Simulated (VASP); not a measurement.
Consider the following.

```
CELL_PARAMETERS angstrom
      4.29000     0.00000     0.00000
      0.00000     4.29000     0.00000
      0.00000     0.00000     4.29000
ATOMIC_POSITIONS crystal
  Cs 0.00000 0.00000 0.00000
  Br 0.50000 0.50000 0.50000
```

Computed with AM05 GGA, VASP's PBE PAW potentials (set 64) (plane waves; VASP 6.6.1). Settings: 520 eV cut-off, 6×6×6 Γ-centred mesh, Gaussian smearing of 0.050 eV, potentials Cs_sv Br.

Energy and stress use the plane-wave basis of the starting cell.

The ions, cell shape and volume are relaxed. What does this cell relax into?

```
CELL_PARAMETERS angstrom
      4.34142     0.00000     0.00000
      0.00000     4.34142     0.00000
      0.00000     0.00000     4.34142
ATOMIC_POSITIONS crystal
  Cs 0.00000 0.00000 0.00000
  Br 0.50000 0.50000 0.50000
```
Space group Pm-3m (221), at a tolerance of 0.03 Å.

How do energy and volume change from the first to the last step?

The energy (σ→0) changes by -2.3 meV/atom and the volume by +3.6 %, in 3 ionic steps.

The compound is CsBr in the CsCl type structure. This run relaxes it. Symmetry was kept, so distortions that lower it aren't found.
